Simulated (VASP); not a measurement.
Runs of VASP 6.6.1 on MgO. The structure is cubic, space group Fm-3m (No. 225). Conventional cell: a = 4.245 Å, b = 4.245 Å, c = 4.245 Å, α = 90.00°, β = 90.00°, γ = 90.00°. Mg (site symmetry m-3m) has 6 O at 2.12 Å as nearest neighbours. Around O (site symmetry m-3m) lie 6 Mg at 2.12 Å. The cell is a database's computed one.

```tsv
task	level	potentials or basis	cell	k mesh	cutoff (eV)	grid for exact exchange (PRECFOCK)	exchange at q = 0	screening parameter	gap on the mesh (eV)	pressure (GPa)
relaxation of cell and atoms	PBE	VASP PAW PBE potentials, release 64 (Mg, O)	relaxed	12 × 12 × 12	600	-	-	-	4.51	0.1
band structure	r2SCAN	VASP PAW PBE potentials, release 64 (Mg, O)	as given	14 × 14 × 14	450	-	-	-	(a)	-
band structure	PBE0	VASP PAW PBE potentials, release 64 (Mg, O)	as given	10 × 10 × 10	450	Fast	truncated	-	6.94	-
band structure	LDA	VASP PAW LDA potentials, release 64 (Mg, O)	as given	14 × 14 × 14	450	-	-	-	4.44	-
band structure	HSE06	VASP PAW PBE potentials, release 64 (Mg, O)	as given	10 × 10 × 10	450	Fast	-	0.2 1/A	(b)	-
band structure	PBE	VASP PAW PBE potentials, release 64 (Mg, O)	as given	14 × 14 × 14	450	-	-	-	4.51	-
band structure	PBE	VASP PAW PBE potentials, release 64 (Mg, O)	as given	14 × 14 × 14	600	-	-	-	4.51	0.0
```

Alike in all rows: no spin polarisation; smearing gaussian 0.02 eV.

Estimate the missing entries.

(a) 5.38; (b) 6.22.

Caveats: the cutoff is under 1.25 times the usual one of these potentials, so pressure, stress and relaxed cells hold a basis-set (Pulay) error (some runs); the PAW data sets were made with another functional, which shifts forces and pressure a little (some runs).

A k mesh can miss the band edges.
